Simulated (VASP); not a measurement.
Wanted: the native input for a VASP 6.6.1 run.

* Task: single point
* Functional: PBEsol
* Potentials or basis: VASP PAW PBE potentials, release 64 (Al)
* Cutoff: 520 eV
* k mesh: 14 × 10 × 1
* Occupations: methfessel-paxton, width 0.1 eV
* Spin: no spin polarisation
* Dipole correction: yes
* Further INCAR settings: ALGO = Normal; EDIFF = 1e-06; NBANDS = 26

The structure of Al lies in POSCAR:

```
Al
1.0
    2.8394891000      0.0000000000      0.0000000000
    0.0000000000      4.0156440000      0.0000000000
    0.0000000000      0.0000000000     27.7777009600
Al
10
Direct
    0.5000000000      0.5000000000      0.2700007500
    0.0000000000      0.0000000000      0.3211116900
    0.5000000000      0.5000000000      0.3722226400
    0.0000000000      0.0000000000      0.4233335800
    0.5000000000      0.5000000000      0.4744445300
    0.0000000000      0.0000000000      0.5255554700
    0.5000000000      0.5000000000      0.5766664200
    0.0000000000      0.0000000000      0.6277773600
    0.5000000000      0.5000000000      0.6788883100
    0.0000000000      0.0000000000      0.7299992500
```

One way to write it, as run:

INCAR

```
SYSTEM = Al
  PREC = Accurate
  ENCUT = 520
  EDIFF = 1E-6
  ISMEAR = 1
  SIGMA = 0.1
  LREAL = .FALSE.
  LASPH = .TRUE.
  NELM = 80
  ALGO = Normal
  ISIF = 2
  LWAVE = .FALSE.
  LCHARG = .FALSE.
  LDIPOL = .TRUE.
  IDIPOL = 3
  DIPOL = 0.5 0.5 0.500
  GGA = PS
  NBANDS = 26
  LVHAR = .TRUE.
  LVACPOTAV = .TRUE.
  ICORELEVEL = 1
  KPAR = 4
```

KPOINTS

```
Automatic mesh
0
G
  14 10 1
  0 0 0
```

Potentials or basis: VASP PAW PBE potentials, release 64 (Al).

Run with:

```bash
$ cat potpaw_PBE.64/Al/POTCAR > POTCAR
$ mpirun -np 4 vasp_std > vasp.out
```

Results of the run:

The largest force is 0.221 eV/Å. The band gap on the k mesh is none (metal or under the smearing width) and the work function of the upper face is 4.12 eV. The work function of the lower face is 4.12 eV.

Caveat: the PAW data sets were made with another functional, which shifts forces and pressure a little.

It took 86 s on 4 MPI ranks on Intel(R) Xeon(R) 6975P-C (Granite Rapids), on a shared host, peak memory 0.54 GiB a rank.
